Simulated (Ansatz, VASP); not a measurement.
# SiCl3 in two plane-wave programs, part 2 of 2

One calculation is typed for both programs; each brings its own data sets. How far apart do they land? The cell is generated by rule, not measured, and may not be a known phase. Of the first pair: The cell is taken from a series of runs on this material, whose earlier steps may have relaxed, scaled, displaced or heated it; both programs get it as it stands.

VASP 6.6.1 and Ansatz 0.2.0.

So far: Set-up; Ansatz: relaxation of cell and atoms, PBE, pair 1; VASP: relaxation of cell and atoms, PBE, pair 1; Side by side.

## (5) VASP: relaxation of cell and atoms, PBE, pair 2

Level of this step: PBE; plane waves and PAW (Si, Cl); invented cell (VASP).

The relaxed volume is the usual yardstick between codes: in a stiff, nearly cubic crystal its relative difference is about their pressure difference at one cell divided by the bulk modulus. Its start cell is another than that of the pair before, and may be another structure of the material.

Input file INCAR:

```
SYSTEM = SiCl3
PREC = Accurate
ENCUT = 500
EDIFF = 1E-07
NELM = 120
ISMEAR = 1
SIGMA = 0.2
LREAL = .FALSE.
ALGO = Normal
GGA = PE
NBANDS = 18
LORBIT = 11
LWAVE = .FALSE.
LCHARG = .FALSE.
ISIF = 3
IBRION = 2
NSW = 80
EDIFFG = -0.005
LASPH = .TRUE.
GGA_COMPAT = .FALSE.
NELMIN = 4
KPAR = 2
```

Input file POSCAR:

```
SiCl3
1.0
    4.6012900000      0.0000000000      0.0000000000
    0.0000000000      4.6012900000      0.0000000000
    0.0000000000      0.0000000000      6.4571730000
Si Cl
1 3
Direct
    0.0000000000      0.0000000000      0.0925835501
    0.5000000000      0.0000000000      0.0032031045
    0.0000000000      0.5000000000      0.0032031045
    0.0000000000      0.0000000000      0.4106633042
```

Input file KPOINTS:

```
Automatic mesh
0
Gamma
10 10 8
0 0 0
```

Potentials, in the order of the species: Si and Cl (PBE family, release 64).

Launch:

```bash
$ mpirun -np 2 vasp_std
```

Numbers of over 12 decimals in the logs are rounded to 6 here.

The program printed:

```text
[... set-up lines as in an earlier step ...]
 entering main loop
       N       E                     dE             d eps       ncg     rms          rms(c)
DAV:   1     0.166600687964E+03    0.16660E+03   -0.96647E+03  3780   0.106E+03
DAV:   2     0.203917040615E+01   -0.16456E+03   -0.16076E+03  5074   0.209E+02
DAV:   3    -0.140893502769E+02   -0.16129E+02   -0.16067E+02  4634   0.764E+01
DAV:   4    -0.143446629175E+02   -0.25531E+00   -0.25507E+00  5338   0.112E+01
[...]
DAV:  14    -0.139718783090E+02   -0.13760E-06   -0.18371E-07  5160   0.300E-03    0.220E-03
DAV:  15    -0.139718784485E+02   -0.13946E-06   -0.65652E-08  2462   0.166E-03    0.723E-04
DAV:  16    -0.139718783971E+02    0.51360E-07   -0.13473E-08  2196   0.994E-04
   1 F= -.13971878E+02 E0= -.13970910E+02  d E =-.139719E+02
[...]
2 F= -.13971843E+02 E0= -.13970883E+02  d E =0.354528E-04
[...]
3 F= -.13972020E+02 E0= -.13971055E+02  d E =-.141465E-03
[...]
4 F= -.13972039E+02 E0= -.13971081E+02  d E =-.191378E-04
[...]
5 F= -.13972039E+02 E0= -.13971082E+02  d E =-.190845E-04
[...]
reached required accuracy - stopping structural energy minimisation
```

OUTCAR, selected parts (step 5):

```text
  Total        0.0012960      0.0012960     -0.0076580      0.0000000      0.0000000      0.0000000
  in kB        0.0152275      0.0152275     -0.0899773      0.0000000      0.0000000      0.0000000
  external PRESSURE =      -0.0198407 kB  Pullay stress =       0.0000000 kB

 POSITION                                       TOTAL-FORCE (eV/Angst)
 -----------------------------------------------------------------------------------
      0.00000      0.00000      0.59795         0.000000     -0.000000     -0.001434
      2.29875      0.00000      0.02083         0.000000     -0.000000     -0.001609
      0.00000      2.29875      0.02083         0.000000     -0.000000     -0.001609
      0.00000      0.00000      2.64832         0.000000      0.000000      0.004652
 -----------------------------------------------------------------------------------
    total drift:                                0.000000      0.000000      0.000323

  FREE ENERGIE OF THE ION-ELECTRON SYSTEM (eV)
  ---------------------------------------------------
  free  energy   TOTEN  =       -13.9720389463 eV

  energy  without entropy=      -13.9691668230  energy(sigma->0) =      -13.97108157

[... 1 part as in an earlier step ...]

[... 3 further parts left out ...]
[key lines of the parts left out:]
E-fermi :   0.5078
```

The run keeps the 8 symmetry operations of its start, so it cannot find a distortion of lower symmetry.

## (6) Ansatz: relaxation of cell and atoms, PBE, pair 2

The same cell, functional, mesh and smearing now go to Ansatz, which takes its cutoff from its data sets.

The cell is taken from a series of runs on this material, whose earlier steps may have relaxed, scaled, displaced or heated it; both programs get it as it stands.

Input file input.yaml:

```yaml
crystal:
  lattice:
    - [4.6012897766, 0.0, 0.0]
    - [0.0, 4.6012897766, 0.0]
    - [0.0, 0.0, 6.4571728445]
  atoms:
    - { symbol: Si, position: [0.0, 0.0, 0.0925834892] }
    - { symbol: Cl, position: [0.5, 0.0, 0.0032031607] }
    - { symbol: Cl, position: [0.0, 0.5, 0.0032031607] }
    - { symbol: Cl, position: [0.0, 0.0, 0.4106632437] }
kpoints:
  mp_grid: { grid: [10, 10, 8] }
hamiltonian:
  xc: pbe
  pseudopotentials: { kind: nc }
scf:
  occupations: { method: methfessel_paxton, width: 0.2 }
output:
  forces: true
  stress: true
  eigenvalues: true
relax:
  adjacent_minimum: "off"
  f_tol: 0.001
  max_steps: 60
  cell: { stress_tol: 0.01 }
```

Launch:

```bash
$ ansatz run input.yaml --threads 4 --pin off --max-ram 14336MiB --backend cpu --events-out ev --progress --plain --runs-dir out
```

The program printed:

```text
[...]
Crystal: 4 atoms, lattice volume = 136.710 Å³
Basis set: ecut = 789.130201 eV, 6897 PW (Γ), exchange–correlation on 90×90×120 points (8 copies of the dense FFT grid, shifted against one another)
Bands: 17, of which v1, the nominal top of the filled ones, is band 13 counted from 1 (12 counted from 0)
Symmetry: 8 space group operations
[...]
--- Relaxed structure (9 steps of the walk, 8 accepted, 2 SCFs on fresh bases) ---
[...]
cell:  # Å, volume = 139.6032 Å³
    - [4.600778, 0.0, 0]
    - [0.0, 4.600778, 0.0]
    - [0, 0.0, 6.595275]
  atoms:
    - { symbol: Si, position: [0, 0.0, 0.093369] }
    - { symbol: Cl, position: [0.500000, 0.0, 0.00574794] }
    - { symbol: Cl, position: [0, 0.500000, 0.00574794] }
    - { symbol: Cl, position: [0, 0.0, 0.404789] }
[key lines of the parts left out:]
SCF converged after 7 iterations
Free energy (F): -1456.856716 eV
Fermi energy:    1.062020 eV
P = ⅓ Tr σ = -0.0003 GPa (-0.003 kbar)
```

## (7) Differences

Compared:

```
                                         quantity  Ansatz    VASP  difference
                                      volume (Å³)  139.60  136.36     +2.38 %
edge a after relaxation, in the typed setting (Å)   4.601   4.598     +0.07 %
edge c after relaxation, in the typed setting (Å)   6.595   6.451     +2.23 %
```

## (8) Ansatz: relaxation of cell and atoms, PBE, pair 3

The relaxed volume is the usual yardstick between codes: in a stiff, nearly cubic crystal its relative difference is about their pressure difference at one cell divided by the bulk modulus. Its start cell is another than that of the pair before, and may be another structure of the material.

The two relaxations start from unlike cells of this crystal, so only their ends are compared.

input.yaml, the sections that differ from step 6:

```yaml
crystal:
  lattice:
    - [4.7349396865, 0.0, 0.0]
    - [0.0, 4.7349396865, 0.0]
    - [0.0, 0.0, 4.7349396865]
  atoms:
    - { symbol: Si, position: [0.0, -0.046463105, 0.0] }
    - { symbol: Cl, position: [0.5, 0.0081857845, 0.0] }
    - { symbol: Cl, position: [0.0, 0.0081857845, 0.5] }
    - { symbol: Cl, position: [0.0, 0.5204384818, 0.0] }
kpoints:
  mp_grid: { grid: [10, 10, 10] }
relax:
  adjacent_minimum: "off"
  f_tol: 0.002
  max_steps: 120
  cell: { stress_tol: 0.03 }
# hamiltonian, scf, output: as in step 6
```

The program printed:

```text
[...]
Crystal: 4 atoms, lattice volume = 106.156 Å³
Basis set: ecut = 789.130201 eV, 5377 PW (Γ), exchange–correlation on 90×90×90 points (8 copies of the dense FFT grid, shifted against one another)
Bands: 17, of which v1, the nominal top of the filled ones, is band 13 counted from 1 (12 counted from 0)
Symmetry: 8 space group operations
[...]
--- Relaxed structure (12 steps of the walk, 12 accepted, 2 SCFs on fresh bases) ---
[...]
cell:  # Å, volume = 136.7104 Å³
    - [4.601290, 0, 0]
    - [0, 6.457173, 0.0]
    - [0, 0.0, 4.601290]
  atoms:
    - { symbol: Si, position: [0, -0.092583, 0] }
    - { symbol: Cl, position: [0.5, -0.00320316, 0.0] }
    - { symbol: Cl, position: [0, -0.00320316, 0.5] }
    - { symbol: Cl, position: [0, 0.589337, 0.0] }
[key lines of the parts left out:]
SCF converged after 6 iterations
Free energy (F): -1456.856423 eV
Fermi energy:    1.190190 eV
P = ⅓ Tr σ = 0.0045 GPa (0.045 kbar)
```

## (9) VASP: relaxation of cell and atoms, PBE, pair 3

Its own start cell and the same functional, mesh and smearing now go to VASP, with its own data sets.

INCAR is that of step 5.

Input file POSCAR:

```
SiCl3
1.0
    4.5988707730      0.0000000000      0.0000000000
    0.0000000000      6.1999523941      0.0000000000
    0.0000000000      0.0000000000      4.5988707730
Si Cl
1 3
Direct
    0.0000000000      0.9089215634      0.0000000000
    0.5000000000      0.0016078593      0.0000000000
    0.0000000000      0.0016078593      0.5000000000
    0.0000000000      0.5782095862      0.0000000000
```

Input file KPOINTS:

```
Automatic mesh
0
Gamma
10 10 10
0 0 0
```

Launch:

```bash
$ mpirun -np 2 vasp_std
```

The program printed:

```text
[... set-up lines as in an earlier step ...]
 entering main loop
       N       E                     dE             d eps       ncg     rms          rms(c)
DAV:   1     0.163013463369E+03    0.16301E+03   -0.98050E+03  4536   0.107E+03
DAV:   2     0.102293988678E+01   -0.16199E+03   -0.15828E+03  6022   0.211E+02
DAV:   3    -0.141064722085E+02   -0.15129E+02   -0.15075E+02  5612   0.747E+01
DAV:   4    -0.143400162632E+02   -0.23354E+00   -0.23332E+00  6442   0.107E+01
[...]
DAV:  14    -0.139692288137E+02   -0.12495E-06   -0.15578E-07  5584   0.277E-03    0.188E-03
DAV:  15    -0.139692289359E+02   -0.12215E-06   -0.52507E-08  2894   0.155E-03    0.639E-04
DAV:  16    -0.139692288966E+02    0.39247E-07   -0.10096E-08  2634   0.843E-04
   1 F= -.13969229E+02 E0= -.13968362E+02  d E =-.139692E+02
[... from here on, the cycles between the ionic steps are left out ...]
   2 F= -.13969273E+02 E0= -.13968404E+02  d E =-.440852E-04
   3 F= -.13969282E+02 E0= -.13968410E+02  d E =-.528443E-04
   4 F= -.13969301E+02 E0= -.13968429E+02  d E =-.194823E-04
  15 F= -.13969769E+02 E0= -.13968870E+02  d E =-.195043E-03
  16 F= -.13969794E+02 E0= -.13968896E+02  d E =-.254009E-04
  17 F= -.13969847E+02 E0= -.13968949E+02  d E =-.781342E-04
  18 F= -.13969889E+02 E0= -.13968992E+02  d E =-.120752E-03
  19 F= -.13969958E+02 E0= -.13969055E+02  d E =-.687471E-04
  20 F= -.13970062E+02 E0= -.13969140E+02  d E =-.172508E-03
  21 F= -.13970066E+02 E0= -.13969139E+02  d E =-.176892E-03
  22 F= -.13970071E+02 E0= -.13969136E+02  d E =-.513137E-05
  23 F= -.13970095E+02 E0= -.13969164E+02  d E =-.285282E-04
[...]
reached required accuracy - stopping structural energy minimisation
```

OUTCAR, selected parts (step 9):

```text
  Total       -0.0025959     -0.0001188     -0.0025959      0.0000000      0.0000000      0.0000000
  in kB       -0.0309471     -0.0014164     -0.0309471      0.0000000      0.0000000      0.0000000
  external PRESSURE =      -0.0211035 kB  Pullay stress =       0.0000000 kB

 POSITION                                       TOTAL-FORCE (eV/Angst)
 -----------------------------------------------------------------------------------
      0.00000      5.77153      0.00000         0.000000      0.004033     -0.000000
      2.29883      6.34903      0.00000        -0.000000     -0.001806      0.000000
      0.00000      6.34903      2.29883        -0.000000     -0.001806     -0.000000
      0.00000      3.72108      0.00000        -0.000000     -0.000421      0.000000
 -----------------------------------------------------------------------------------
    total drift:                               -0.000000      0.000105      0.000000

  FREE ENERGIE OF THE ION-ELECTRON SYSTEM (eV)
  ---------------------------------------------------
  free  energy   TOTEN  =       -13.9700947378 eV

  energy  without entropy=      -13.9673012428  energy(sigma->0) =      -13.96916357

[... 1 part as in an earlier step ...]

[... 3 further parts left out ...]
[key lines of the parts left out:]
E-fermi :   0.5893
```

## (10) Differences

The two programs side by side:

```
                                         quantity  Ansatz    VASP  difference
                                      volume (Å³)  136.71  134.39     +1.72 %
edge a after relaxation, in the typed setting (Å)   4.601   4.598     +0.08 %
edge b after relaxation, in the typed setting (Å)   6.457   6.358     +1.57 %
```

## (11) Results

* difference in volume (relaxation of cell and atoms, PBE, pair 1): 0.23 %
* difference in volume (relaxation of cell and atoms, PBE, pair 2): 2.4 %
* difference in volume (relaxation of cell and atoms, PBE, pair 3): 1.7 %

In words: The difference in volume is 2.4 % (relaxation of cell and atoms, PBE, pair 2), beyond the 1.2 % picked in this series as the mark of a large difference, as far as the stopping tolerances let one tell. What causes the difference of the relaxation of cell and atoms, PBE, pair 2 pair stays open here. What causes the difference of the relaxation of cell and atoms, PBE, pair 3 pair stays open here. 5 further runs of this series are not shown here. How closely two codes agree says nothing of how well the functional describes the real material.

[Lines on the potential files, build, host, timing and source positions are cut from VASP's logs without a mark.]

[Logs are printed without paths, hosts, clocks, repeated set-up lines and the standing remarks that a program may print on its own settings, such as how far it seeks lower states.]

[Hosts, paths, dates, database ids (printed as entryN), source tags and the programs' standing remarks are cut or masked in the printed files.]
